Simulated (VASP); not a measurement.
Level of theory: PBEsol GGA, VASP's PBE PAW potentials (set 64) (plane waves; VASP).

VASP input:

File KPOINTS:
```
Automatic mesh
0
Gamma
8 8 5
0 0 0
```

**INCAR**
```
# general
SYSTEM   =  AlN
PREC     =  Accurate
ENCUT    =  620   # plane-wave cut-off (eV)
LREAL    =  .False.   # projection in real space or not
LASPH    =  .True.   # aspherical one-centre terms

# electronic loop
EDIFF    =  1E-6   # SCF stop (eV)
NELM     =  100   # most electronic steps
ALGO     =  Normal   # blocked Davidson

# smearing
ISMEAR   =  0
SIGMA    =  0.05   # width (eV)

# functional
GGA      =  PS

# ions
IBRION   =  2   # conjugate gradients
NSW      =  40   # most ionic steps
ISIF     =  3
EDIFFG   =  -0.02   # ionic stop
PSTRESS  =  200

# output
LWAVE    =  .False.
LCHARG   =  .False.
```

**POSCAR**
```
AlN
1
    1.5336216601    -2.6563106289     0.0000000000
    1.5336216601     2.6563106289     0.0000000000
    0.0000000000     0.0000000000     4.9034169131
Al N
2 2
Direct
  0.6666670000   0.3333330000   0.4998545927
  0.3333330000   0.6666670000   0.9998545927
  0.6666670000   0.3333330000   0.8821454073
  0.3333330000   0.6666670000   0.3821454073
```

POTCAR, in this order: Al N (PBE.64 set). Program: vasp_std.

Energy and stress use the plane-wave basis of the starting cell.

Task: Predict the energy per atom (σ→0), volume per atom.

Result: 
* **energy per atom (σ→0)**: -7.779 eV/atom
* **volume per atom**: 9.61 Å³/atom

File OSZICAR:
```
...
DAV:   5    -0.311188108310E+02    0.82068E-07   -0.50453E-07   364   0.703E-03
   7 F= -.26319661E+02 E0= -.26319661E+02  d E =0.918277E-04
       N       E                     dE             d eps       ncg     rms          rms(c)
DAV:   1    -0.311174832936E+02    0.13276E-02   -0.19044E-02   720   0.128E+00    0.305E-02
DAV:   2    -0.311174877840E+02   -0.44905E-05   -0.28728E-04   852   0.158E-01    0.179E-02
DAV:   3    -0.311174766245E+02    0.11160E-04   -0.17331E-05   872   0.466E-02    0.519E-03
DAV:   4    -0.311174765856E+02    0.38878E-07   -0.63019E-06   684   0.224E-02
   8 F= -.26319814E+02 E0= -.26319814E+02  d E =-.613279E-04
```

The compound is AlN in the wurtzite structure. This run relaxes it under an external pressure of 20 GPa. Symmetry was kept, so distortions that lower it aren't found.
